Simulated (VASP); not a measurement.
Calculation: AM05 GGA, VASP's PBE PAW potentials (set 64) (plane waves; VASP).

A VASP calculation is set up with these files.

File POSCAR:
```
Se
1.0
  2.1912258626  -3.7953145103   0.0000000000
  2.1912258626   3.7953145103   0.0000000000
  0.0000000000   0.0000000000   4.9819595589
Se
3
Cart
  0.4953357248   0.8579466389   3.3213080333
  3.3917802756   0.0000000000   0.0000000000
  0.4953357248  -0.8579466389   1.6606515256
```

KPOINTS:
```
Automatic mesh
0
Gamma
5 5 4
0 0 0
```

INCAR:
```
! general
SYSTEM   =  Se
PREC     =  Accurate
ENCUT    =  520
LREAL    =  .FALSE.
LASPH    =  .TRUE.

! electronic loop
EDIFF    =  1E-6
NELM     =  100
ALGO     =  Normal
LMAXMIX  =  4

! smearing
ISMEAR   =  0
SIGMA    =  0.05

! functional
GGA      =  AM

! ions
IBRION   =  2
NSW      =  60
ISIF     =  3
EDIFFG   =  -0.02

! output
LWAVE    =  .FALSE.
LCHARG   =  .FALSE.
```

POTCAR, in this order: Se (PBE.64 set). Program: vasp_std.

Energy and stress use the plane-wave basis of the starting cell. Without a dispersion term in the relaxation, distances and binding between the weakly bound layers, chains or molecules are unreliable, and so is what depends on them.

Task: What does the run give for the energy per atom (σ→0), volume per atom?

Result: 
```yaml
energy per atom (σ→0): -3.594 eV/atom
volume_per_atom: 26.07 Å³/atom
```

OSZICAR:
```
...
DAV:   5    -0.107829529360E+02    0.36582E-06   -0.48222E-07   251   0.560E-03
  13 F= -.10782953E+02 E0= -.10782953E+02  d E =-.342364E-03
       N       E                     dE             d eps       ncg     rms          rms(c)
DAV:   1    -0.107834126526E+02   -0.45935E-03   -0.21020E-02   447   0.926E-01    0.886E-02
DAV:   2    -0.107832674411E+02    0.14521E-03   -0.60956E-04   517   0.171E-01    0.452E-02
DAV:   3    -0.107832069594E+02    0.60482E-04   -0.15755E-04   477   0.782E-02    0.119E-02
DAV:   4    -0.107832072357E+02   -0.27629E-06   -0.65503E-06   507   0.185E-02
  14 F= -.10783207E+02 E0= -.10783207E+02  d E =-.254300E-03
```

The compound is Se in the trig structure. This run relaxes it. Symmetry was kept, so distortions that lower it aren't found. The start is the result of an earlier pass.
